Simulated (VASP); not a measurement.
Calculation: PBEsol GGA, VASP's PBE PAW potentials (set 64) (plane waves; VASP).

VASP input:

POSCAR:
```
GeRh
1
   -1.7209078279     1.7209078279     4.9428016395
    1.7209078279    -1.7209078279     4.9428016395
    1.7209078279     1.7209078279    -4.9428016395
Rh Ge
2 2
Direct
  0.7429557292   0.7429557292   0.0000000000
  0.4929557292   0.9929557292   0.5000000000
  0.1730442708   0.1730442708   0.0000000000
  0.9230442708   0.4230442708   0.5000000000
```

### KPOINTS
```
Automatic mesh
0
Gamma
14 14 14
0 0 0
```

**INCAR**
```
ALGO  =  Normal
EDIFF  =  1E-7
ENCUT  =  400
GGA  =  PS
ISIF  =  2
ISMEAR  =  -5
LASPH  =  T
LCHARG  =  T
LEFG  =  T
LMAXMIX  =  4
LORBIT  =  11
LREAL  =  F
LWAVE  =  F
NEDOS  =  601
NELM  =  100
PREC  =  Accurate
SYSTEM  =  GeRh
```

POTCAR, in this order: Rh_pv Ge_d (PBE.64 set). Program: vasp_std.

Output

**OSZICAR**
```
       N       E                     dE             d eps       ncg     rms          rms(c)
DAV:   1     0.555027662412E+03    0.55503E+03   -0.27776E+04 22598   0.391E+03
DAV:   2     0.423542337274E+02   -0.51267E+03   -0.50446E+03 16732   0.754E+02
DAV:   3    -0.256352846140E+02   -0.67990E+02   -0.66539E+02 17746   0.196E+02
DAV:   4    -0.287288596175E+02   -0.30936E+01   -0.30582E+01 19508   0.443E+01
DAV:   5    -0.287980962794E+02   -0.69237E-01   -0.69162E-01 18858   0.724E+00    0.150E+01
DAV:   6    -0.281846521964E+02    0.61344E+00   -0.48314E+00 17162   0.147E+01    0.501E+00
DAV:   7    -0.280229107544E+02    0.16174E+00   -0.95560E-01 18718   0.872E+00    0.416E+00
DAV:   8    -0.279784634721E+02    0.44447E-01   -0.16893E-01 18978   0.307E+00    0.403E-01
DAV:   9    -0.279773929684E+02    0.10705E-02   -0.10241E-02 19842   0.117E+00    0.230E-01
DAV:  10    -0.279771677542E+02    0.22521E-03   -0.20913E-03 21512   0.606E-01    0.571E-02
DAV:  11    -0.279771308365E+02    0.36918E-04   -0.18782E-04 18184   0.129E-01    0.223E-02
DAV:  12    -0.279771345804E+02   -0.37439E-05   -0.10046E-05 20922   0.313E-02    0.394E-03
DAV:  13    -0.279771342344E+02    0.34602E-06   -0.80697E-07 16708   0.739E-03    0.131E-03
DAV:  14    -0.279771340118E+02    0.22265E-06   -0.94572E-08 10552   0.268E-03    0.272E-04
DAV:  15    -0.279771339832E+02    0.28556E-07   -0.13280E-08  8766   0.129E-03
   1 F= -.27977134E+02 E0= -.27977134E+02  d E =0.000000E+00
```

File OUTCAR:
```
------------------------ aborting loop because EDIFF is reached ----------------------------------------
  FORCE on cell =-STRESS in cart. coord.  units (eV):
  Direction    XX          YY          ZZ          XY          YZ          ZX
  --------------------------------------------------------------------------------------
  Total        0.0540524      0.0540524     -0.0074691      0.0000000      0.0000000      0.0000000
  in kB        1.4790296      1.4790296     -0.2043766      0.0000000      0.0000000      0.0000000
  external PRESSURE =       0.9178942 kB  Pullay stress =       0.0000000 kB
  volume of cell :       58.55
      direct lattice vectors                 reciprocal lattice vectors
    -1.720907828  1.720907828  4.942801639     0.000000000  0.290544323  0.101157205
     1.720907828 -1.720907828  4.942801639     0.290544323  0.000000000  0.101157205
     1.720907828  1.720907828 -4.942801639     0.290544323  0.290544323  0.000000000
 POSITION                                       TOTAL-FORCE (eV/Angst)
 -----------------------------------------------------------------------------------
      0.00000      0.00000      7.34457         0.000000     -0.000000      0.006949
      1.72091      0.00000      4.87316        -0.000000      0.000000      0.006949
      0.00000      0.00000      1.71065        -0.000000     -0.000000     -0.006949
     -0.00000      1.72091      4.18205         0.000000      0.000000     -0.006949
 -----------------------------------------------------------------------------------
    total drift:                                0.000002      0.000002      0.000867
  FREE ENERGIE OF THE ION-ELECTRON SYSTEM (eV)
  ---------------------------------------------------
  free  energy   TOTEN  =       -27.9771339832 eV

  energy  without entropy=      -27.9771339832  energy(sigma->0) =      -27.97713398

 total charge

# of ion       s       p       d       tot
------------------------------------------
    1        0.330   6.264   7.356  13.951
    2        0.330   6.264   7.356  13.951
    3        1.127   1.190  10.110  12.427
    4        1.127   1.190  10.110  12.427
--------------------------------------------------
tot          2.914  14.907  34.933  52.755

 Electric field gradients after diagonalization (V/A^2)
 (convention: |V_zz| > |V_xx| > |V_yy|)
----------------------------------------------------------------------
 ion       V_xx      V_yy      V_zz     asymmetry (V_yy - V_xx)/ V_zz
----------------------------------------------------------------------
   1     -22.832    -3.277    26.109       0.749
   2     -22.832    -3.277    26.109       0.749
   3      79.197     6.792   -85.990       0.842
   4      79.197     6.792   -85.990       0.842
```
(Selected blocks of OUTCAR.)

**OUTCAR**
```
 val. band max:       10.4814912093   @ k =  -0.2857  -0.2857   0.0714

 cond. band min:      10.1617508359   @ k =   0.5000   0.5000   0.3571


 Fermi energy:        10.3224869853

 k-point     1 :       0.0000    0.0000    0.0000
  band No.  band energies     occupation
      1     -36.3651      2.00000
      2     -36.3651      2.00000
      3     -36.2644      2.00000
      4     -36.1981      2.00000
      5     -36.1981      2.00000
      6     -36.1011      2.00000
      7     -14.6308      2.00000
      8     -14.6274      2.00000
      9     -14.6225      2.00000
     10     -14.6225      2.00000
     11     -14.5848      2.00000
     12     -14.5823      2.00000
     13     -14.5823      2.00000
     14     -14.5746      2.00000
     15     -14.5692      2.00000
     16     -14.5631      2.00000
     17      -2.5967      2.00000
     18       1.7366      2.00000
     19       4.0559      2.00000
     20       6.1746      2.00000
     21       6.7110      2.00000
     22       6.7269      2.00000
     23       6.7269      2.00000
     24       7.3595      2.00000
     25       7.4410      2.00000
     26       7.4410      2.00000
     27       7.5692      2.00000
     28       8.1797      2.00000
     29      10.6834      0.00000
     30      12.6507      0.00000
     31      12.6507      0.00000
     32      13.3491      0.00000
     33      13.3491      0.00000
     34      16.0133      0.00000

 k-point     2 :       0.0714   -0.0000    0.0000
  band No.  band energies     occupation
      1     -36.3672      2.00000
      2     -36.3652      2.00000
      3     -36.2631      2.00000
      4     -36.1996      2.00000
      5     -36.1980      2.00000
      6     -36.1022      2.00000
      7     -14.6315      2.00000
      8     -14.6310      2.00000
      9     -14.6232      2.00000
     10     -14.6186      2.00000
     11     -14.5857      2.00000
     12     -14.5834      2.00000
     13     -14.5805      2.00000
     14     -14.5726      2.00000
...
```

For a metal the tetrahedron method with Blöchl corrections gives inexact stress and forces.

The structure was generated: GeRh was put into the NbAs type (I4_1md), which need not be its known phase. It was relaxed first.
